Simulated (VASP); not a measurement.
# ZnCd3Se3S (P3m1) in VASP: single point with r2SCAN

Aim: the single point of ZnCd3Se3S with r2SCAN.

All numbers are computed with VASP 6.6.1; they aren't measurements. Logs are shortened: lines on timing, memory, paths and dates and some standing lists are left out, and cuts for length are marked.

## Step 1: The structure

The structure is trigonal, space group P3m1 (No. 156). Conventional cell: a = 4.246 Å, b = 4.246 Å, c = 14.043 Å, α = 90.00°, β = 90.00°, γ = 120.00°. Around Zn (site symmetry 3m) lie 1 Se at 2.48 Å and 3 S at 2.53 Å. Cd (site symmetry 3m) has 4 Se at 2.65 to 2.67 Å as nearest neighbours. Cd (site symmetry 3m) has 1 S at 2.57 Å and 3 Se at 2.65 Å as nearest neighbours. Cd (site symmetry 3m) is surrounded by 4 Se at 2.65 to 2.67 Å. Around Se (site symmetry 3m) lie 4 Cd at 2.65 to 2.67 Å. Se (site symmetry 3m) has 1 Zn at 2.48 Å and 3 Cd at 2.65 Å as nearest neighbours. Around Se (site symmetry 3m) lie 4 Cd at 2.65 to 2.67 Å. S (site symmetry 3m) is surrounded by 3 Zn at 2.53 Å and 1 Cd at 2.57 Å.

The cell was built by a generator and needn't be a form met in nature.

## Step 2: Single point, r2SCAN

Input file INCAR:

```
SYSTEM = ZnCd3Se3S
ALGO = Normal ; EDIFF = 1E-6
ENCUT = 520 ; ISIF = 2
ISMEAR = 0 ; KPAR = 2
LASPH = .True. ; LCHARG = .False.
LMIXTAU = .True. ; LREAL = .False.
LWAVE = .False. ; METAGGA = R2SCAN
NBANDS = 46 ; NELM = 150
PREC = Accurate ; SIGMA = 0.1
```

Input file KPOINTS:

```
k-points
0
Gamma
  8 8 2
  0 0 0
```

Input file POSCAR:

```
ZnCd3Se3S
1.0
    4.2458210000      0.0000000000      0.0000000000
   -2.1229100000      3.6769890000      0.0000000000
    0.0000000000      0.0000000000     14.0428500000
Zn Cd Se S
1 3 3 1
Direct
    0.0000000000      0.0000000000      0.9936640000
    0.6666670000      0.3333330000      0.5037500000
    0.3333330000      0.6666670000      0.7662730000
    0.3333330000      0.6666670000      0.2414320000
    0.6666670000      0.3333330000      0.6939580000
    0.0000000000      0.0000000000      0.1702720000
    0.3333330000      0.6666670000      0.4315260000
    0.3333330000      0.6666670000      0.9491280000
```

Potentials or basis: VASP PAW PBE potentials, release 64 (Zn, Cd, Se, S).

Launch:

```console
$ cat potpaw_PBE.64/Zn/POTCAR potpaw_PBE.64/Cd/POTCAR potpaw_PBE.64/Se/POTCAR potpaw_PBE.64/S/POTCAR > POTCAR
$ mpirun -np 2 vasp_std > vasp.out
```

OUTCAR:

```text
SYSTEM = ZnCd3Se3S
   EDIFF = 1E-6
   ENCUT = 520
   ISIF = 2
   ISMEAR = 0
   LASPH = .True.
   LREAL = .False.
   METAGGA = R2SCAN
   NELM = 150
   PREC = Accurate

 ion  position               nearest neighbor table
   1  0.000  0.000  0.994-   6 2.48   8 2.53   8 2.53   8 2.53
   2  0.667  0.333  0.504-   7 2.65   7 2.65   7 2.65   5 2.67
   3  0.333  0.667  0.766-   8 2.57   5 2.65   5 2.65   5 2.65
   4  0.333  0.667  0.241-   6 2.65   6 2.65   6 2.65   7 2.67
   5  0.667  0.333  0.694-   3 2.65   3 2.65   3 2.65   2 2.67
   6  0.000  0.000  0.170-   1 2.48   4 2.65   4 2.65   4 2.65
   7  0.333  0.667  0.432-   2 2.65   2 2.65   2 2.65   4 2.67
   8  0.333  0.667  0.949-   1 2.53   1 2.53   1 2.53   3 2.57

  LATTYP: Found a hexagonal cell.
 ALAT       =     4.2458210000
 C/A-ratio  =     3.3074521983

  Lattice vectors:

 A1 = (   4.2458210000,   0.0000000000,   0.0000000000)
 A2 = (  -2.1229100000,   3.6769890000,   0.0000000000)
 A3 = (   0.0000000000,   0.0000000000,  14.0428500000)

Analysis of symmetry for initial positions (statically):
=====================================================================
 Subroutine PRICEL returns:
 Original cell was already a primitive cell.

 Routine SETGRP: Setting up the symmetry group for a
 hexagonal supercell.

 Subroutine GETGRP returns: Found  6 space group operations
 (whereof  6 operations were pure point group operations)
 out of a pool of 24 trial point group operations.

The static configuration has the point symmetry C_3v.

Analysis of symmetry for dynamics (positions and initial velocities):
=====================================================================
 Subroutine PRICEL returns:
 Original cell was already a primitive cell.

 Routine SETGRP: Setting up the symmetry group for a
 hexagonal supercell.

 Subroutine GETGRP returns: Found  6 space group operations
 (whereof  6 operations were pure point group operations)
 out of a pool of 24 trial point group operations.

The dynamic configuration has the point symmetry C_3v.

 Subroutine INISYM returns: Found  6 space group operations
 (whereof  6 operations are pure point group operations),
 and found     1 'primitive' translations

----------------------------------------------------------------------------------------

                                     Primitive cell

  volume of cell :     219.2347

  direct lattice vectors                    reciprocal lattice vectors
     4.245821000  0.000000000  0.000000000     0.235525709  0.135980794  0.000000000
    -2.122910000  3.676989000  0.000000000     0.000000000  0.271961651  0.000000000
     0.000000000  0.000000000 14.042850000     0.000000000  0.000000000  0.071210616

  length of vectors
     4.245821000  4.245820883 14.042850000     0.271961644  0.271961651  0.071210616

  position of ions in fractional coordinates (direct lattice)
     0.000000000  0.000000000  0.993664000
     0.666667000  0.333333000  0.503750000
     0.333333000  0.666667000  0.766273000
     0.333333000  0.666667000  0.241432000
     0.666667000  0.333333000  0.693958000
     0.000000000  0.000000000  0.170272000
     0.333333000  0.666667000  0.431526000
     0.333333000  0.666667000  0.949128000

  ion indices of the primitive-cell ions
   primitive index   ion index
                 1           1
                 2           2
                 3           3
                 4           4
                 5           5
                 6           6
                 7           7
                 8           8

----------------------------------------------------------------------------------------

 KPOINTS: k-points

Automatic generation of k-mesh.
 Grid dimensions read from file:
 generate k-points for:    8    8    2

 Generating k-lattice:

  Cartesian coordinates                     Fractional coordinates (reciprocal lattice)
     0.029440714  0.016997599  0.000000000     0.125000000 -0.000000000  0.000000000
     0.000000000  0.033995206  0.000000000     0.000000000  0.125000000  0.000000000
     0.000000000  0.000000000  0.035605308     0.000000000  0.000000000  0.500000000

  Length of vectors
     0.033995205  0.033995206  0.035605308

  Shift w.r.t. Gamma in fractional coordinates (k-lattice)
     0.000000000  0.000000000  0.000000000

 Subroutine IBZKPT returns following result:
 ===========================================

 Found     20 irreducible k-points:

 Following reciprocal coordinates:
            Coordinates               Weight
  0.000000  0.000000  0.000000      1.000000
  0.125000  0.000000  0.000000      6.000000
  0.250000  0.000000  0.000000      6.000000
  0.375000  0.000000  0.000000      6.000000
  0.500000  0.000000  0.000000      3.000000
  0.125000  0.125000  0.000000      6.000000
[... 12 lines left out ...]
  0.250000  0.250000  0.500000      6.000000
  0.375000  0.250000  0.500000      6.000000
   k-points           NKPTS =     20   k-points in BZ     NKDIM =     20   number of bands    NBANDS=     46
   number of dos      NEDOS =    301   number of ions     NIONS =      8
   total plane-waves  NPLWV = 110592
   dimension x,y,z NGX =    32 NGY =   32 NGZ =  108
   dimension x,y,z NGXF=    64 NGYF=   64 NGZF=  216
   ions per type =               1   3   3   1
   NGX,Y,Z   is equivalent  to a cutoff of  12.53, 12.53, 12.79 a.u.
   NGXF,Y,Z  is equivalent  to a cutoff of  25.06, 25.06, 25.57 a.u.
 SYSTEM =  ZnCd3Se3S
   PREC   = accura    normal or accurate (medium, high low for compatibility)
   ISTART =      0    job   : 0-new  1-cont  2-samecut
   ICHARG =      2    charge: 1-file 2-atom 10-const
   ISPIN  =      1    spin polarized calculation?
   LNONCOLLINEAR =      F non collinear calculations
   LSORBIT =      F    spin-orbit coupling
   LASPH  =      T    aspherical Exc in radial PAW
   ENCUT  =  520.0 eV  38.22 Ry    6.18 a.u.   7.89  7.89 26.11*2*pi/ulx,y,z
   NELM   =    150;   NELMIN=  2; NELMDL= -5     # of ELM steps
   EDIFF  = 0.1E-05   stopping-criterion for ELM
   LREAL  =      F    real-space projection
   EDIFFG = 0.1E-04   stopping-criterion for IOM
   NSW    =      0    number of steps for IOM
   IBRION =     -1    ionic relax: 0-MD 1-quasi-New 2-CG
   NFREE  =      0    steps in history (QN), initial steepest desc. (CG)
   ISIF   =      2    stress and relaxation
   ISYM   =      2    0-nonsym 1-usesym 2-fastsym
   POTIM  = 0.5000    time-step for ionic-motion
   TEBEG  =    0.0;   TEEND  =   0.0 temperature during run
   PSTRESS=    0.0 pullay stress
   NELECT =      72.0000    total number of electrons
   NUPDOWN=      -1.0000    fix difference up-down
   EMIN   =  10.00;   EMAX   =-10.00  energy-range for DOS
   EFERMI =   0.00;   METHOD = LEGACY
   ISMEAR =     0;   SIGMA  =   0.10  broadening in eV -4-tet -1-fermi 0-gaus
   EFERMI_NEDOS =   21; number of points for ismear=-14 and -15
   IALGO  =     38    algorithm
   IMIX   =      4    mixing-type and parameters
     AMIX     =   0.40;   BMIX     =  1.00
     AMIX_MAG =   1.60;   BMIX_MAG =  1.00
  volume/ion in A,a.u.               =      27.40       184.93
  Fermi-wavevector in a.u.,A,eV,Ry     =   1.129490  2.134428 17.357615  1.275749
  Thomas-Fermi vector in A             =   2.266184
   LORBIT       =      0    0 simple, 1 ext, 2 COOP (PROOUT), +10 PAW based schemes
   METAGGA = R2SCAN    functional components
   LHFCALC =     F    Hartree Fock is set to
   AEXX    =    0.0000 exact exchange contribution
   IVDW    =     0    specifies the selected vdW correction
   LEPSILON=     F    determine dielectric tensor
   LRPA    =     F    only Hartree local field effects (RPA)
 non-spin polarized calculation
 Gauss-broadening in eV      SIGMA  =   0.10
  energy-cutoff  :      520.00
  volume of cell :      219.23
 maximum number of plane-waves:      5924
 NGX is ok and might be reduce to    32
   NGX = 15   NGY = 15   NGZ = 53

 number of electron      72.0000002 magnetization

 Free energy of the ion-electron system (eV)
  ---------------------------------------------------
  ext. energy  EPLUGINS =         0.00000000
  ---------------------------------------------------
  free energy    TOTEN  =      -126.06423434 eV

  energy without entropy =     -126.06423434  energy(sigma->0) =     -126.06423434

 E-fermi :   1.0773     XC(G=0):  -9.3500

 val. band max:        0.6321876151   @ k =   0.0000   0.0000   0.0000
 cond. band min:       1.5837108112   @ k =   0.0000   0.0000   0.0000
 fundamental gap:      0.9515231960
 Fermi energy:         1.0772676003

 k-point     1 :       0.0000    0.0000    0.0000
  band No.  band energies     occupation
      1     -12.3855      2.00000
      2     -12.1579      2.00000
      3     -12.0909      2.00000
      4     -11.8929      2.00000
      5      -7.4764      2.00000
      6      -7.4764      2.00000
[... 38 lines left out ...]
     45       7.4505      0.00000
     46       7.4505      0.00000

 k-point     2 :       0.1250    0.0000    0.0000
  band No.  band energies     occupation
      1     -12.3299      2.00000
      2     -12.1167      2.00000
      3     -12.0529      2.00000
      4     -11.8683      2.00000
      5      -7.4588      2.00000
      6      -7.4463      2.00000
[... 38 lines left out ...]
     45       7.1138      0.00000
     46       7.5129      0.00000

 k-point     3 :       0.2500    0.0000    0.0000
  band No.  band energies     occupation
      1     -12.1870      2.00000
      2     -12.0155      2.00000
      3     -11.9611      2.00000
      4     -11.8131      2.00000
      5      -7.4219      2.00000
      6      -7.4211      2.00000
[... 822 lines left out ...]
     45       7.5067      0.00000
     46       7.7216      0.00000

 k-point    20 :       0.3750    0.2500    0.5000
  band No.  band energies     occupation
      1     -11.8824      2.00000
      2     -11.8363      2.00000
      3     -11.8121      2.00000
      4     -11.7644      2.00000
      5      -7.3943      2.00000
      6      -7.3584      2.00000
[... 38 lines left out ...]
     45       7.6345      0.00000
     46       7.8126      0.00000

------------------------ aborting loop because EDIFF is reached ----------------------------------------

  FORCE on cell =-STRESS in cart. coord.  units (eV):
  Direction    XX          YY          ZZ          XY          YZ          ZX
  --------------------------------------------------------------------------------------
  -------------------------------------------------------------------------------------
  Total       -2.3845973     -2.3845975     -2.4149496     -0.0000003      0.0000000      0.0000000
  in kB      -17.4267485    -17.4267500    -17.6485645     -0.0000024      0.0000000      0.0000000
  external PRESSURE =     -17.5006876 kB  Pullay stress =       0.0000000 kB

 VOLUME and BASIS-vectors are now :
 -----------------------------------------------------------------------------
  energy-cutoff  :      520.00
  volume of cell :      219.23
      direct lattice vectors                 reciprocal lattice vectors
     4.245821000  0.000000000  0.000000000     0.235525709  0.135980794  0.000000000
    -2.122910000  3.676989000  0.000000000     0.000000000  0.271961651  0.000000000
     0.000000000  0.000000000 14.042850000     0.000000000  0.000000000  0.071210616

 POSITION                                       TOTAL-FORCE (eV/Angst)
 -----------------------------------------------------------------------------------
      0.00000      0.00000     13.95387         0.000000     -0.000000      0.079946
      2.12291      1.22566      7.07409        -0.000000      0.000000     -0.011436
     -0.00000      2.45133     10.76066         0.000000     -0.000000     -0.020893
     -0.00000      2.45133      3.39039        -0.000000      0.000000     -0.017619
      2.12291      1.22566      9.74515         0.000000     -0.000000      0.009807
      0.00000      0.00000      2.39110         0.000000     -0.000000     -0.044428
     -0.00000      2.45133      6.05985        -0.000000     -0.000000      0.015527
     -0.00000      2.45133     13.32846         0.000000     -0.000000     -0.010904
 -----------------------------------------------------------------------------------
    total drift:                                0.001836     -0.001061      0.001150

  FREE ENERGIE OF THE ION-ELECTRON SYSTEM (eV)
  ---------------------------------------------------
  free  energy   TOTEN  =      -126.0642343398 eV

  energy  without entropy=     -126.0642343398  energy(sigma->0) =     -126.06423434
```

It took 4.9 min on 2 MPI ranks of Intel Xeon Platinum 8559C (Emerald Rapids), shared host; peak memory 0.48 GiB.

What came out:

```yaml
Free_energy: -126.0642 eV
Pressure: -1.8 GPa
Largest_force: 0.080 eV/Å
Band_gap_on_the_k_mesh: 0.95 eV, direct
```

Forces on the atoms (eV/Å):
```
Zn   0.000  0.000  0.080
Cd   0.000  0.000 -0.011
Cd   0.000  0.000 -0.021
Cd   0.000  0.000 -0.018
Se   0.000  0.000  0.010
Se   0.000  0.000 -0.044
Se   0.000  0.000  0.016
S    0.000  0.000 -0.011
```

Caveat: the PAW data sets were made with another functional, which shifts forces and pressure a little. r2SCAN opens gaps a little over a GGA but as a rule still falls short of measured ones.
